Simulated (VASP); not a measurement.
These are PBEsol GGA, VASP's PBE PAW potentials (set 64) (plane waves; VASP) values and carry that method's errors.

A VASP calculation is set up with these files.

**POSCAR**
```
Mo
1.0
 -1.5206918592   1.5206918592   1.5206918592
  1.5206918592  -1.5206918592   1.5206918592
  1.5206918592   1.5206918592  -1.5206918592
Mo
1
Direct
  0.0000000000   0.0000000000   0.0000000000
```

INCAR:
```
# general
SYSTEM =Mo
PREC   =Accurate
ENCUT  =500
LREAL  =.False.
LASPH  =.True.

# electronic loop
EDIFF  =1E-6
NELM   =100
ALGO   =Normal   # blocked Davidson
LMAXMIX=4   # l cut-off of mixed one-centre charges

# smearing
ISMEAR =1   # Methfessel-Paxton
SIGMA  =0.1   # width (eV)

# functional
GGA    =PS   # PBEsol

# ions
IBRION =2   # conjugate gradients
NSW    =40   # most ionic steps
ISIF   =3   # ions, shape and volume
EDIFFG =-0.02
PSTRESS=450

# output
LWAVE  =.False.
LCHARG =.False.
```

### KPOINTS
```
Automatic mesh
0
Gamma
17 17 17
0 0 0
```

POTCAR, in this order: Mo_sv (PBE.64 set). Program: vasp_std.

Question: What will the output report for the number of irreducible k-points (NKPTS), largest plane-wave count, number of space-group operations, FFT grid (NGX, NGY, NGZ)?

Answer: 
| Item | Value |
|---|---|
| number of irreducible k-points (NKPTS) | 165 |
| largest plane-wave count | 370 |
| number of space-group operations | 48 |
| FFT grid (NGX, NGY, NGZ) | 20 × 20 × 20 |

The compound is Mo in the bcc structure. This run relaxes it under an external pressure of 45 GPa. Symmetry was kept, so distortions that lower it aren't found.
